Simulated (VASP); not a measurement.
The system is NiMoIrPdW.

```
Ni Mo Pd Ir W
1.0
     2.76078    0.00000    0.00000
    -1.38039    2.39090    0.00000
     0.00000    0.00000   11.34051
Ni Mo Pd Ir W
1 1 1 1 1
Direct
  0.00000 0.00000 0.70917
  0.66667 0.33333 0.29425
  0.66667 0.33333 0.89901
  0.00000 0.00000 0.10604
  0.66667 0.33333 0.52921
```

The cell was built by a generator and needn't be a form met in nature.

| Quantity | Value |
| --- | --- |
| Program | VASP 6.6.1 |
| Task | relaxation of cell and atoms |
| Functional | PBE |
| Dispersion | D2 |
| Potentials or basis | VASP PAW PBE potentials, release 64 (Ni, Mo_sv, Pd, Ir, W_sv) |
| Cutoff | 600 eV |
| k mesh | 11 × 11 × 3 |
| Occupations | fermi-dirac, width 0.05 eV |
| Spin | collinear spin, ferromagnetic start |
| Starting moments | [1.0, 1.0, 0.0, 0.6, 0.0] μB |

At the start: pressure -13.7 GPa; volume 14.97 Å³/atom.

**Question.** Where does the relaxation end?

**Answer.** Over 49 steps the energy falls by 45.6 meV/atom and the volume is 14.04 Å³/atom (-6.2 %); space group P3m1 (No. 156, to 0.05 Å); moment 0.00 μB per cell.

Step by step:
| step | energy change (eV) | largest force (eV/Å) | pressure (GPa) | volume (Å³) |
| --- | --- | --- | --- | --- |
| 1 | 0.0000 | 0.5246 | -13.73 | 74.86 |
| 3 | -0.2091 | 0.7505 | -0.37 | 70.56 |
| 5 | -0.2096 | 0.7601 | 0.40 | 70.33 |
| 7 | -0.2257 | 0.1581 | 0.41 | 70.15 |
| 9 | -0.2268 | 0.0885 | -0.79 | 70.40 |
| 11 | -0.2278 | 0.0370 | -0.20 | 70.29 |
| 13 | -0.2279 | 0.0290 | 0.05 | 70.19 |
| 15 | -0.2279 | 0.0320 | 0.03 | 70.21 |
| 17 | -0.2280 | 0.0104 | -0.07 | 70.22 |
| 19 | -0.2280 | 0.0102 | -0.02 | 70.22 |
| 21 | -0.2280 | 0.0123 | -0.09 | 70.24 |
| 23 | -0.2280 | 0.0083 | -0.15 | 70.23 |
| 25 | -0.2280 | 0.0080 | -0.10 | 70.22 |
| 27 | -0.2280 | 0.0082 | -0.03 | 70.22 |
| 29 | -0.2280 | 0.0085 | -0.01 | 70.22 |
| 31 | -0.2280 | 0.0086 | 0.03 | 70.22 |
| 33 | -0.2280 | 0.0082 | -0.03 | 70.22 |
| 35 | -0.2280 | 0.0061 | -0.07 | 70.22 |
| 37 | -0.2280 | 0.0060 | -0.11 | 70.22 |
| 39 | -0.2280 | 0.0063 | -0.11 | 70.22 |
| 41 | -0.2280 | 0.0052 | -0.09 | 70.22 |
| 43 | -0.2280 | 0.0127 | -0.01 | 70.20 |
| 45 | -0.2280 | 0.0113 | -0.02 | 70.20 |
| 47 | -0.2280 | 0.0071 | 0.00 | 70.20 |
| 49 | -0.2280 | 0.0041 | -0.01 | 70.20 |

Final structure:
```xyz
5
Lattice="2.7064 0.0000 0.0000 -1.3532 2.3438 0.0000 0.0000 0.0000 11.0672" Properties=species:S:1:pos:R:3 pbc="T T T"
Ni   -1.3532    2.3438    7.8630
Mo    1.3532    0.7813    3.2875
Pd    1.3532    0.7813    9.9304
Ir   -1.3532    2.3438    1.1498
W     1.3532    0.7813    5.8545
```

Caveat: atom-pairwise D2, TS and ULG terms overbind metals; pairwise dispersion overbinds metals, which lowers pressure and volume.
